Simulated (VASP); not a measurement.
A convergence study with VASP on Tm (hcp): one setting is varied, all else stays as given below, so the limit is that of these other settings.

```xyz
2
Lattice="1.7700 -3.0657 0.0000 1.7700 3.0657 0.0000 0.0000 0.0000 5.5500" Properties=species:S:1:pos:R:3 pbc="T T T"
Tm     1.7700     1.0219     1.3875
Tm     1.7700    -1.0219     4.1625
```

The numbers are results of PBE GGA, VASP's PBE PAW potentials (set 64) (plane waves; VASP), not measurements. The tightest run used: 550 eV cut-off, 17×17×10 Monkhorst-Pack mesh, first-order Methfessel-Paxton smearing of 0.10 eV, potentials Tm_3.

The 4f electrons are frozen in the core of the lanthanide potential, so 4f levels, which can set the real gap, and their magnetism are missing.

Question: The settings run are 1×1×1 mesh; 2×2×1 mesh; 3×3×2 mesh; 4×4×2 mesh; 5×5×3 mesh; 6×6×4 mesh; 7×7×4 mesh; 8×8×5 mesh; 9×9×6 mesh; 10×10×6 mesh; 11×11×7 mesh; 12×12×7 mesh; 13×13×8 mesh; 14×14×9 mesh; 15×15×9 mesh; 16×16×10 mesh; 17×17×10 mesh. From which on does the stress (every component) stay within 0.5 GPa of the tightest run?

Answer: From 6×6×4 mesh on: it is off by 0.42 there and by no more than 0.5 in any finer run, while 5×5×3 mesh is off by 0.70.
| setting | E (eV/atom) | pressure (GPa) | irreducible k-points | difference judged (GPa) |
|---|---|---|---|---|
| 1×1×1 mesh | -6.1709 | 17.59 | 1 | 61.36 |
| 2×2×1 mesh | -4.3149 | -0.66 | 2 | 16.98 |
| 3×3×2 mesh | -4.4699 | -0.48 | 3 | 0.95 |
| 4×4×2 mesh | -4.4851 | 0.09 | 6 | 0.84 |
| 5×5×3 mesh | -4.4476 | 0.56 | 10 | 0.70 |
| 6×6×4 mesh | -4.4652 | 0.33 | 24 | 0.42 |
| 7×7×4 mesh | -4.4686 | 0.36 | 16 | 0.42 |
| 8×8×5 mesh | -4.4736 | 0.39 | 60 | 0.10 |
| 9×9×6 mesh | -4.4752 | 0.50 | 36 | 0.11 |
| 10×10×6 mesh | -4.4728 | 0.48 | 90 | 0.27 |
| 11×11×7 mesh | -4.4744 | 0.44 | 64 | 0.25 |
| 12×12×7 mesh | -4.4739 | 0.44 | 168 | 0.14 |
| 13×13×8 mesh | -4.4747 | 0.42 | 84 | 0.05 |
| 14×14×9 mesh | -4.4754 | 0.41 | 280 | 0.03 |
| 15×15×9 mesh | -4.4756 | 0.41 | 135 | 0.04 |
| 16×16×10 mesh | -4.4757 | 0.39 | 360 | 0.01 |
| 17×17×10 mesh | -4.4754 | 0.40 | 165 | 0.00 |

Left out are rungs that failed or repeat a setting and relaxations that didn't move; long series are thinned to 24 rows.

The compound is Tm in the hcp structure. The cell was not relaxed at this level.
